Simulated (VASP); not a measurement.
Here is the system:

```
CELL_PARAMETERS angstrom
      4.64098    -8.03841     0.00000
      4.64098     8.03841     0.00000
      0.00000     0.00000    10.12768
ATOMIC_POSITIONS crystal
  Si 0.00000 0.00000 0.00038
  Si 0.00000 0.00000 0.50038
  Si 0.22222 0.11111 0.75073
  Si 0.11111 0.22222 0.25073
  Si 0.00000 0.33333 0.00038
  Si 0.00000 0.33333 0.50038
  Si 0.22222 0.44444 0.75073
  Si 0.11111 0.55556 0.25073
  Si 0.00000 0.66667 0.00038
  Si 0.00000 0.66667 0.50038
  Si 0.22222 0.77778 0.75073
  Si 0.11111 0.88889 0.25073
  Si 0.33333 0.00000 0.00038
  Si 0.33333 0.00000 0.50038
  Si 0.55556 0.11111 0.75073
  Si 0.44444 0.22222 0.25073
  Si 0.33333 0.33333 0.00038
  Si 0.33333 0.33333 0.50038
  Si 0.55556 0.44444 0.75073
  Si 0.44444 0.55556 0.25073
  Si 0.33333 0.66667 0.00038
  Si 0.33333 0.66667 0.50038
  Si 0.55556 0.77778 0.75073
  Si 0.44444 0.88889 0.25073
  Si 0.66667 0.00000 0.00038
  Si 0.66667 0.00000 0.50038
  Si 0.88889 0.11111 0.75073
  Si 0.77778 0.22222 0.25073
  Si 0.66667 0.33333 0.00038
  Si 0.66667 0.33333 0.50038
  Si 0.88889 0.44444 0.75073
  Si 0.77778 0.55556 0.25073
  Si 0.66667 0.66667 0.00038
  Si 0.66667 0.66667 0.50038
  Si 0.88889 0.77778 0.75073
  Si 0.77778 0.88889 0.25073
  C  0.00000 0.00000 0.81290
  C  0.00000 0.00000 0.31290
  C  0.22222 0.11111 0.56162
  C  0.11111 0.22222 0.06162
  C  0.00000 0.33333 0.81290
  C  0.00000 0.33333 0.31290
  C  0.22222 0.44444 0.56162
  C  0.11111 0.55556 0.06162
  C  0.00000 0.66667 0.81290
  C  0.00000 0.66667 0.31290
  C  0.22222 0.77778 0.56162
  C  0.11111 0.88889 0.06162
  C  0.33333 0.00000 0.81290
  C  0.33333 0.00000 0.31290
  C  0.55556 0.11111 0.56162
  C  0.44444 0.22222 0.06162
  C  0.33333 0.33333 0.81290
  C  0.33333 0.33333 0.31290
  C  0.55556 0.44444 0.56162
  C  0.44444 0.55556 0.06162
  C  0.33333 0.66667 0.81290
  C  0.33333 0.66667 0.31290
  C  0.55556 0.77778 0.56162
  C  0.44444 0.88889 0.06162
  C  0.66667 0.00000 0.81290
  C  0.66667 0.00000 0.31290
  C  0.88889 0.11111 0.56162
  C  0.77778 0.22222 0.06162
  C  0.66667 0.33333 0.81290
  C  0.66667 0.33333 0.31290
  C  0.88889 0.44444 0.56162
  C  0.77778 0.55556 0.06162
  C  0.66667 0.66667 0.81290
  C  0.66667 0.66667 0.31290
  C  0.88889 0.77778 0.56162
  C  0.77778 0.88889 0.06162
```

All values below come from HSE06 screened hybrid, VASP's PBE PAW potentials (set 64) (plane waves; VASP). Run with PREC = Normal, LREAL = Auto, EDIFF = 1E-5, 400 eV cut-off, 1×1×1 Γ-centred mesh, Gaussian smearing of 0.050 eV, potentials Si C.

The supercell is sampled at Γ alone, which is coarse: total energies, pressure and levels can be off, energies of defects by several tenths of an eV.

Question: What does the run give for the energy per atom (σ→0)?

Answer: 
```
Item                           Result
---------------------  --------------
energy per atom (σ→0)  -8.624 eV/atom
```

Only differences to runs with the same potentials and settings are physical.

The cell is a supercell, built from SiC (4h). The cell's shape comes from a PBE relaxation.
